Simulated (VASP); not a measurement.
# FeCuSO (P4/nmm) in VASP: a series of runs

The runs below take FeCuSO through single point, with PBE.

Program: VASP 6.6.1. These are calculated values, not measurements. Logs are shortened: lines on timing, memory, paths and dates and some standing lists are left out, and cuts for length are marked.

## (1) The crystal as given

Symmetry: P4/nmm, No. 129, tetragonal system. Conventional cell: a = 3.831 Å, b = 3.831 Å, c = 8.666 Å, α = 90.00°, β = 90.00°, γ = 90.00°. Cu (site symmetry -4m2) has 4 S at 2.34 Å as nearest neighbours. S (site symmetry 4mm) is surrounded by 4 Cu at 2.34 Å. Fe (site symmetry -4m2) is surrounded by 4 O at 2.02 Å. O (site symmetry 4mm) is surrounded by 4 Fe at 2.02 Å.

## (2) Single point, PBE

Input file INCAR:

```
ALGO = Normal
EDIFF = 1E-6
ENCUT = 520
GGA = PE
ISIF = 2
ISMEAR = -1
LASPH = T
LCHARG = T
LELF = T
LREAL = F
LVHAR = T
LWAVE = F
NBANDS = 41
NELM = 100
PREC = Accurate
SIGMA = 0.1
```

Input file KPOINTS:

```
k-points
0
Gamma
  5 5 2
```

Input file POSCAR:

```
FeCuSO
1.0
    3.8309870000      0.0000000000      0.0000000000
    0.0000000000      3.8309870000      0.0000000000
    0.0000000000      0.0000000000      8.6655550000
Cu S Fe O
2 2 2 2
Direct
    0.7500000000      0.2500000000      0.5000000000
    0.2500000000      0.7500000000      0.5000000000
    0.2500000000      0.2500000000      0.3442000000
    0.7500000000      0.7500000000      0.6558000000
    0.2500000000      0.7500000000      0.0000000000
    0.7500000000      0.2500000000      0.0000000000
    0.2500000000      0.2500000000      0.9256000000
    0.7500000000      0.7500000000      0.0744000000
```

Potentials or basis: VASP PAW PBE potentials, release 64 (Cu, S, Fe, O).

Command:

```console
$ cat potpaw_PBE.64/Cu/POTCAR potpaw_PBE.64/S/POTCAR potpaw_PBE.64/Fe/POTCAR potpaw_PBE.64/O/POTCAR > POTCAR
$ mpirun -np 1 vasp_std > vasp.out
```

OUTCAR:

```text
EDIFF = 1E-6
   ENCUT = 520
   GGA = PE
   ISIF = 2
   ISMEAR = -1
   LASPH = T
   LREAL = F
   NELM = 100
   PREC = Accurate

 ion  position               nearest neighbor table
   1  0.750  0.250  0.500-   3 2.34   4 2.34   4 2.34   3 2.34   2 2.71   2 2.71   2 2.71   2 2.71

   2  0.250  0.750  0.500-   3 2.34   4 2.34   3 2.34   4 2.34   1 2.71   1 2.71   1 2.71   1 2.71

   3  0.250  0.250  0.344-   1 2.34   2 2.34   2 2.34   1 2.34
   4  0.750  0.750  0.656-   1 2.34   2 2.34   1 2.34   2 2.34
   5  0.250  0.750  0.000-   7 2.02   8 2.02   7 2.02   8 2.02   6 2.71   6 2.71   6 2.71   6 2.71

   6  0.750  0.250  0.000-   7 2.02   8 2.02   8 2.02   7 2.02   5 2.71   5 2.71   5 2.71   5 2.71

   7  0.250  0.250  0.926-   5 2.02   6 2.02   5 2.02   6 2.02
   8  0.750  0.750  0.074-   5 2.02   6 2.02   6 2.02   5 2.02

  LATTYP: Found a simple tetragonal cell.
 ALAT       =     3.8309870000
 C/A-ratio  =     2.2619640839

  Lattice vectors:

 A1 = (   3.8309870000,   0.0000000000,   0.0000000000)
 A2 = (   0.0000000000,   3.8309870000,   0.0000000000)
 A3 = (   0.0000000000,   0.0000000000,   8.6655550000)

Analysis of symmetry for initial positions (statically):
=====================================================================
 Subroutine PRICEL returns:
 Original cell was already a primitive cell.

 Routine SETGRP: Setting up the symmetry group for a
 simple tetragonal supercell.

 Subroutine GETGRP returns: Found 16 space group operations
 (whereof  4 operations were pure point group operations)
 out of a pool of 16 trial point group operations.

The static configuration has the point symmetry C_2h.
 The point group associated with its full space group is D_4h.

Analysis of symmetry for dynamics (positions and initial velocities):
=====================================================================
 Subroutine PRICEL returns:
 Original cell was already a primitive cell.

 Routine SETGRP: Setting up the symmetry group for a
 simple tetragonal supercell.

 Subroutine GETGRP returns: Found 16 space group operations
 (whereof  4 operations were pure point group operations)
 out of a pool of 16 trial point group operations.

The dynamic configuration has the point symmetry C_2h.
 The point group associated with its full space group is D_4h.

 Subroutine INISYM returns: Found 16 space group operations
 (whereof  4 operations are pure point group operations),
 and found     1 'primitive' translations

----------------------------------------------------------------------------------------

                                     Primitive cell

  volume of cell :     127.1797

  direct lattice vectors                    reciprocal lattice vectors
     3.830987000  0.000000000  0.000000000     0.261029338  0.000000000  0.000000000
     0.000000000  3.830987000  0.000000000     0.000000000  0.261029338  0.000000000
     0.000000000  0.000000000  8.665555000     0.000000000  0.000000000  0.115399418

  length of vectors
     3.830987000  3.830987000  8.665555000     0.261029338  0.261029338  0.115399418

  position of ions in fractional coordinates (direct lattice)
     0.750000000  0.250000000  0.500000000
     0.250000000  0.750000000  0.500000000
     0.250000000  0.250000000  0.344200000
     0.750000000  0.750000000  0.655800000
     0.250000000  0.750000000  0.000000000
     0.750000000  0.250000000  0.000000000
     0.250000000  0.250000000  0.925600000
     0.750000000  0.750000000  0.074400000

  ion indices of the primitive-cell ions
   primitive index   ion index
                 1           1
                 2           2
                 3           3
                 4           4
                 5           5
                 6           6
                 7           7
                 8           8

----------------------------------------------------------------------------------------

 KPOINTS: k-points

Automatic generation of k-mesh.
 Grid dimensions read from file:
 generate k-points for:    5    5    2

 Generating k-lattice:

  Cartesian coordinates                     Fractional coordinates (reciprocal lattice)
     0.052205868  0.000000000  0.000000000     0.200000000  0.000000000  0.000000000
     0.000000000  0.052205868  0.000000000     0.000000000  0.200000000  0.000000000
     0.000000000  0.000000000  0.057699709     0.000000000  0.000000000  0.500000000

  Length of vectors
     0.052205868  0.052205868  0.057699709

  Shift w.r.t. Gamma in fractional coordinates (k-lattice)
     0.000000000  0.000000000  0.000000000

 Subroutine IBZKPT returns following result:
 ===========================================

 Found     12 irreducible k-points:

 Following reciprocal coordinates:
            Coordinates               Weight
  0.000000  0.000000  0.000000      1.000000
  0.200000  0.000000  0.000000      4.000000
  0.400000  0.000000  0.000000      4.000000
  0.200000  0.200000  0.000000      4.000000
  0.400000  0.200000  0.000000      8.000000
  0.400000  0.400000  0.000000      4.000000
  0.000000  0.000000  0.500000      1.000000
  0.200000  0.000000  0.500000      4.000000
  0.400000  0.000000  0.500000      4.000000
  0.200000  0.200000  0.500000      4.000000
  0.400000  0.200000  0.500000      8.000000
  0.400000  0.400000  0.500000      4.000000
   k-points           NKPTS =     12   k-points in BZ     NKDIM =     12   number of bands    NBANDS=     41
   number of dos      NEDOS =    301   number of ions     NIONS =      8
   total plane-waves  NPLWV =  50176
   dimension x,y,z NGX =    28 NGY =   28 NGZ =   64
   dimension x,y,z NGXF=    56 NGYF=   56 NGZF=  128
   ions per type =               2   2   2   2
   NGX,Y,Z   is equivalent  to a cutoff of  12.15, 12.15, 12.28 a.u.
   NGXF,Y,Z  is equivalent  to a cutoff of  24.30, 24.30, 24.56 a.u.
 SYSTEM =  unknown system
   PREC   = accura    normal or accurate (medium, high low for compatibility)
   ISTART =      0    job   : 0-new  1-cont  2-samecut
   ICHARG =      2    charge: 1-file 2-atom 10-const
   ISPIN  =      1    spin polarized calculation?
   LNONCOLLINEAR =      F non collinear calculations
   LSORBIT =      F    spin-orbit coupling
   LASPH  =      T    aspherical Exc in radial PAW
   ENCUT  =  520.0 eV  38.22 Ry    6.18 a.u.   7.12  7.12 16.11*2*pi/ulx,y,z
   NELM   =    100;   NELMIN=  2; NELMDL= -5     # of ELM steps
   EDIFF  = 0.1E-05   stopping-criterion for ELM
[... 8 lines left out ...]
   TEBEG  =    0.0;   TEEND  =   0.0 temperature during run
   PSTRESS=    0.0 pullay stress
   NELECT =      62.0000    total number of electrons
   NUPDOWN=      -1.0000    fix difference up-down
   EMIN   =  10.00;   EMAX   =-10.00  energy-range for DOS
   EFERMI =   0.00;   METHOD = LEGACY
   ISMEAR =    -1;   SIGMA  =   0.10  broadening in eV -4-tet -1-fermi 0-gaus
   EFERMI_NEDOS =   21; number of points for ismear=-14 and -15
   IALGO  =     38    algorithm
   IMIX   =      4    mixing-type and parameters
     AMIX     =   0.40;   BMIX     =  1.00
     AMIX_MAG =   1.60;   BMIX_MAG =  1.00
  volume/ion in A,a.u.               =      15.90       107.28
  Fermi-wavevector in a.u.,A,eV,Ry     =   1.288446  2.434809 22.586930  1.660093
  Thomas-Fermi vector in A             =   2.420399
   LORBIT       =      0    0 simple, 1 ext, 2 COOP (PROOUT), +10 PAW based schemes
   GGA     = PE    functional components
   LHFCALC =     F    Hartree Fock is set to
   AEXX    =    0.0000 exact exchange contribution
   IVDW    =     0    specifies the selected vdW correction
   LEPSILON=     F    determine dielectric tensor
   LRPA    =     F    only Hartree local field effects (RPA)
 non-spin polarized calculation
  energy-cutoff  :      520.00
  volume of cell :      127.18
 maximum number of plane-waves:      3438
   NGX = 15   NGY = 15   NGZ = 33

 number of electron      61.9999906 magnetization

 Free energy of the ion-electron system (eV)
  ---------------------------------------------------
  ext. energy  EPLUGINS =         0.00000000
  ---------------------------------------------------
  free energy    TOTEN  =       -43.39787244 eV

  energy without entropy =      -42.95596698  energy(sigma->0) =      -43.17691971

 E-fermi :   3.3786     XC(G=0): -10.0787

 val. band max:        3.3565850042   @ k =   0.0000   0.0000   0.0000
 cond. band min:       3.3797614936   @ k =   0.4000   0.4000   0.5000
 fundamental gap:      0.0231764893
 Fermi energy:         3.3785674757

 k-point     1 :       0.0000    0.0000    0.0000
  band No.  band energies     occupation
      1     -16.2571      2.00000
      2     -15.6370      2.00000
      3      -9.9723      2.00000
      4      -9.0611      2.00000
      5      -2.1344      2.00000
      6      -2.1344      2.00000
[... 33 lines left out ...]
     40       8.2867      0.00000
     41       9.6049      0.00000

 k-point     2 :       0.2000    0.0000    0.0000
  band No.  band energies     occupation
      1     -16.1471      2.00000
      2     -15.6398      2.00000
      3      -9.7976      2.00000
      4      -9.0386      2.00000
      5      -2.3932      2.00000
      6      -2.2634      2.00000
[... 33 lines left out ...]
     40       8.8104      0.00000
     41       9.6211      0.00000

 k-point     3 :       0.4000    0.0000    0.0000
  band No.  band energies     occupation
      1     -15.9035      2.00000
      2     -15.7061      2.00000
      3      -9.4012      2.00000
      4      -9.0956      2.00000
      5      -2.7925      2.00000
      6      -2.7752      2.00000
[... 347 lines left out ...]
      2     -15.6674      2.00000
      3      -9.2762      2.00000
      4      -9.0175      2.00000
      5      -3.1097      2.00000
      6      -3.1017      2.00000
[... 33 lines left out ...]
     40       9.2695      0.00000
     41       9.9191      0.00000

 k-point    12 :       0.4000    0.4000    0.5000
  band No.  band energies     occupation
      1     -15.6858      2.00000
      2     -15.6228      2.00000
      3      -9.0217      2.00000
      4      -8.9179      2.00000
      5      -3.5394      2.00000
      6      -3.5280      2.00000
[... 33 lines left out ...]
     40       8.8379      0.00000
     41       9.6158      0.00000

------------------------ aborting loop because EDIFF is reached ----------------------------------------

  FORCE on cell =-STRESS in cart. coord.  units (eV):
  Direction    XX          YY          ZZ          XY          YZ          ZX
  --------------------------------------------------------------------------------------
  -------------------------------------------------------------------------------------
  Total      -10.4978490    -10.4978490     -3.7085488      0.0000000     -0.0000000      0.0000000
  in kB     -132.2492337   -132.2492337    -46.7193547      0.0000000     -0.0000000      0.0000000
  external PRESSURE =    -103.7392740 kB  Pullay stress =       0.0000000 kB

 VOLUME and BASIS-vectors are now :
 -----------------------------------------------------------------------------
  energy-cutoff  :      520.00
  volume of cell :      127.18
      direct lattice vectors                 reciprocal lattice vectors
     3.830987000  0.000000000  0.000000000     0.261029338  0.000000000  0.000000000
     0.000000000  3.830987000  0.000000000     0.000000000  0.261029338  0.000000000
     0.000000000  0.000000000  8.665555000     0.000000000  0.000000000  0.115399418

 POSITION                                       TOTAL-FORCE (eV/Angst)
 -----------------------------------------------------------------------------------
      2.87324      0.95775      4.33278         0.000000      0.000000      0.000000
      0.95775      2.87324      4.33278         0.000000     -0.000000      0.000000
      0.95775      0.95775      2.98268         0.000000      0.000000      0.162414
      2.87324      2.87324      5.68287         0.000000      0.000000     -0.162414
      0.95775      2.87324      0.00000        -0.000000      0.000000     -0.000000
      2.87324      0.95775      0.00000        -0.000000      0.000000      0.000000
      0.95775      0.95775      8.02084         0.000000      0.000000      0.995625
      2.87324      2.87324      0.64472        -0.000000      0.000000     -0.995625
 -----------------------------------------------------------------------------------
    total drift:                                0.000000      0.000000     -0.000000

  FREE ENERGIE OF THE ION-ELECTRON SYSTEM (eV)
  ---------------------------------------------------
  free  energy   TOTEN  =       -43.3978724360 eV

  energy  without entropy=      -42.9559669771  energy(sigma->0) =      -43.17691971
```

Wall time 1.7 min (1 thread of Intel Xeon Platinum 8259CL at 2.50GHz (Skylake/Cascade Lake), shared host); peak memory 0.25 GiB.

What came out:

* Free energy: -43.3979 eV
* Pressure: -10.4 GPa
* Largest force: 0.996 eV/Å
* Band gap on the k mesh: none (metal or under the smearing width)

Forces in eV/Å, atoms in the order of the input:
```
Cu   0.000  0.000  0.000
Cu   0.000  0.000  0.000
S    0.000  0.000  0.162
S    0.000  0.000 -0.162
Fe   0.000  0.000  0.000
Fe   0.000  0.000  0.000
O    0.000  0.000  0.996
O    0.000  0.000 -0.996
```

Levels at points of the mesh, in eV from the Fermi level:
| k point | band 27 | band 28 | band 29 | band 30 | band 31 | band 32 |
| --- | --- | --- | --- | --- | --- | --- |
| (0.00, 0.00, 0.00) | -0.03 | -0.02 | -0.02 | 0.14 | 0.15 | 0.33 |
| (0.00, 0.00, 0.50) | -0.21 | -0.06 | -0.06 | 0.15 | 0.41 | 0.41 |

Caveat: the k mesh is coarse (spacing up to 0.36 Å⁻¹), so the values aren't converged; the run has no spin polarisation, though such a crystal can be magnetic; semilocal functionals often make such compounds metallic where correlation or magnetic order opens a gap, which also shifts bond lengths. Spin polarisation is off, so any magnetic state and its effect on volume and gap are missing.

## (3) Single point, PBE

Input file INCAR:

```
PREC = Accurate
ENCUT = 520
EDIFF = 1E-6
ISMEAR = -1
SIGMA = 0.1
LREAL = F
LASPH = T
NELM = 100
ALGO = Fast
ISIF = 2
LWAVE = F
LCHARG = T
GGA = PE
LELF = T
LVHAR = T
NBANDS = 41
```

Input file KPOINTS:

```
Automatic mesh
0
Gamma
  8 8 3
```

POSCAR is that of step 2.

Potentials or basis: VASP PAW PBE potentials, release 64 (Cu, S, Fe, O).

Command:

```console
$ cat potpaw_PBE.64/Cu/POTCAR potpaw_PBE.64/S/POTCAR potpaw_PBE.64/Fe/POTCAR potpaw_PBE.64/O/POTCAR > POTCAR
$ mpirun -np 1 vasp_std > vasp.out
```

OUTCAR:

```text
PREC = Accurate
   ENCUT = 520
   EDIFF = 1E-6
   ISMEAR = -1
   LREAL = F
   LASPH = T
   NELM = 100
   ISIF = 2
   GGA = PE

 ion  position               nearest neighbor table
   1  0.750  0.250  0.500-   3 2.34   4 2.34   4 2.34   3 2.34   2 2.71   2 2.71   2 2.71   2 2.71

   2  0.250  0.750  0.500-   3 2.34   4 2.34   3 2.34   4 2.34   1 2.71   1 2.71   1 2.71   1 2.71

   3  0.250  0.250  0.344-   1 2.34   2 2.34   2 2.34   1 2.34
   4  0.750  0.750  0.656-   1 2.34   2 2.34   1 2.34   2 2.34
   5  0.250  0.750  0.000-   7 2.02   8 2.02   7 2.02   8 2.02   6 2.71   6 2.71   6 2.71   6 2.71

   6  0.750  0.250  0.000-   7 2.02   8 2.02   8 2.02   7 2.02   5 2.71   5 2.71   5 2.71   5 2.71

   7  0.250  0.250  0.926-   5 2.02   6 2.02   5 2.02   6 2.02
   8  0.750  0.750  0.074-   5 2.02   6 2.02   6 2.02   5 2.02

  LATTYP: Found a simple tetragonal cell.
 ALAT       =     3.8309870000
 C/A-ratio  =     2.2619640839

  Lattice vectors:

 A1 = (   3.8309870000,   0.0000000000,   0.0000000000)
 A2 = (   0.0000000000,   3.8309870000,   0.0000000000)
[... 188 lines left out ...]

  energy without entropy =      -42.94333951  energy(sigma->0) =      -43.16588895

 E-fermi :   3.3864     XC(G=0): -10.0783

 val. band max:        3.3784349543   @ k =   0.2500   0.1250   0.0000
 cond. band min:       3.3865743387   @ k =   0.5000   0.0000   0.0000
 fundamental gap:      0.0081393844
 Fermi energy:         3.3863826797

 k-point     1 :       0.0000    0.0000    0.0000
  band No.  band energies     occupation
      1     -16.2532      2.00000
      2     -15.6329      2.00000
      3      -9.9755      2.00000
      4      -9.0639      2.00000
      5      -2.1300      2.00000
      6      -2.1300      2.00000
[... 1045 lines left out ...]
     40       9.4497      0.00000
     41       9.8668      0.00000

 [... further k-points ...]
[... 5 lines left out ...]
  --------------------------------------------------------------------------------------
  -------------------------------------------------------------------------------------
  Total      -10.5237525    -10.5237525     -3.5759645      0.0000000     -0.0000000      0.0000000
  in kB     -132.5755599   -132.5755599    -45.0490923      0.0000000     -0.0000000      0.0000000
  external PRESSURE =    -103.4000707 kB  Pullay stress =       0.0000000 kB

 VOLUME and BASIS-vectors are now :
 -----------------------------------------------------------------------------
  energy-cutoff  :      520.00
  volume of cell :      127.18
      direct lattice vectors                 reciprocal lattice vectors
     3.830987000  0.000000000  0.000000000     0.261029338  0.000000000  0.000000000
     0.000000000  3.830987000  0.000000000     0.000000000  0.261029338  0.000000000
     0.000000000  0.000000000  8.665555000     0.000000000  0.000000000  0.115399418

 POSITION                                       TOTAL-FORCE (eV/Angst)
 -----------------------------------------------------------------------------------
      2.87324      0.95775      4.33278         0.000000     -0.000000      0.000000
      0.95775      2.87324      4.33278        -0.000000     -0.000000      0.000000
      0.95775      0.95775      2.98268         0.000000     -0.000000      0.147985
      2.87324      2.87324      5.68287        -0.000000      0.000000     -0.147985
      0.95775      2.87324      0.00000         0.000000      0.000000      0.000000
      2.87324      0.95775      0.00000        -0.000000     -0.000000     -0.000000
      0.95775      0.95775      8.02084         0.000000     -0.000000      0.936935
      2.87324      2.87324      0.64472         0.000000      0.000000     -0.936935
 -----------------------------------------------------------------------------------
    total drift:                                0.000000      0.000000     -0.000000

  FREE ENERGIE OF THE ION-ELECTRON SYSTEM (eV)
  ---------------------------------------------------
  free  energy   TOTEN  =       -43.3884383869 eV

  energy  without entropy=      -42.9433395129  energy(sigma->0) =      -43.16588895
```

It took 4.1 min on 1 thread of Intel Xeon Platinum 8259CL at 2.50GHz (Skylake/Cascade Lake), shared host; peak memory 0.31 GiB.

What came out:

```
Free energy            : -43.3884 eV
Pressure               : -10.3 GPa
Largest force          : 0.937 eV/Å
Band gap on the k mesh : none (metal or under the smearing width)
```

Forces in eV/Å, atoms in the order of the input:
```
Cu   0.000  0.000  0.000
Cu   0.000  0.000  0.000
S    0.000  0.000  0.148
S    0.000  0.000 -0.148
Fe   0.000  0.000  0.000
Fe   0.000  0.000  0.000
O    0.000  0.000  0.937
O    0.000  0.000 -0.937
```

Caveat: the run has no spin polarisation, though such a crystal can be magnetic; semilocal functionals often make such compounds metallic where correlation or magnetic order opens a gap, which also shifts bond lengths.
